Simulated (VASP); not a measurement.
Given:

```
CELL_PARAMETERS angstrom
      0.00000     1.71306     1.71306
      1.71306     0.00000     1.71306
      1.71306     1.71306     0.00000
ATOMIC_POSITIONS crystal
  Cu 0.00000 0.00000 0.00000
```

The numbers are results of r2SCAN meta-GGA, VASP's PBE PAW potentials (set 64) (plane waves; VASP 6.6.1), not measurements. Run with 500 eV cut-off, 18×18×18 Γ-centred mesh, first-order Methfessel-Paxton smearing of 0.10 eV, potentials Cu.

Energy and stress use the plane-wave basis of the starting cell.

The ions, cell shape and volume at an external pressure of 45.0 GPa are relaxed. Predict the relaxed structure.

```
CELL_PARAMETERS angstrom
      0.00000     1.68704     1.68704
      1.68704     0.00000     1.68704
      1.68704     1.68704     0.00000
ATOMIC_POSITIONS crystal
  Cu 0.00000 0.00000 0.00000
```
Space group Fm-3m (225), at a tolerance of 0.03 Å.

How do energy and volume change from the first to the last step?

The energy (σ→0) changes by +104.7 meV/atom and the volume by -4.5 %, in 4 ionic steps.

The compound is Cu in the fcc structure. This run relaxes it under an external pressure of 45 GPa. Symmetry was kept, so distortions that lower it aren't found.
